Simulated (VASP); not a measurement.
Given:

```yaml
crystal:
  lattice:
    - [0.00000, 2.04816, 2.04816]
    - [2.04816, 0.00000, 2.04816]
    - [2.04816, 2.04816, 0.00000]
  atoms:
    - { symbol: Au, position: [0.00000, 0.00000, 0.00000] }
```

The numbers are results of PBE GGA, VASP's PBE PAW potentials (set 64) (plane waves; VASP), not measurements. Numerical set-up: 300 eV cut-off, 9×9×9 Γ-centred mesh, Fermi-Dirac smearing of 0.14 eV, potentials Au.

Give the energies of bands 1 to 7 at the high-symmetry points, in eV from the Fermi level.

```csv
band,Γ,X,U,L,W
1,-9.80,-7.01,-6.41,-7.26,-5.92
2,-4.66,-6.70,-5.79,-4.70,-5.12
3,-4.66,-2.03,-3.82,-4.70,-5.12
4,-4.66,-1.67,-2.89,-1.99,-3.32
5,-3.17,-1.67,-2.11,-1.99,-1.67
6,-3.17,1.02,3.79,-0.94,4.65
7,14.51,5.68,4.63,3.00,6.25
```

It has no gap at this level: it comes out as a metal or semimetal.

The structure is a typed Au crystal (Fm-3m). The cell was not relaxed at this level.
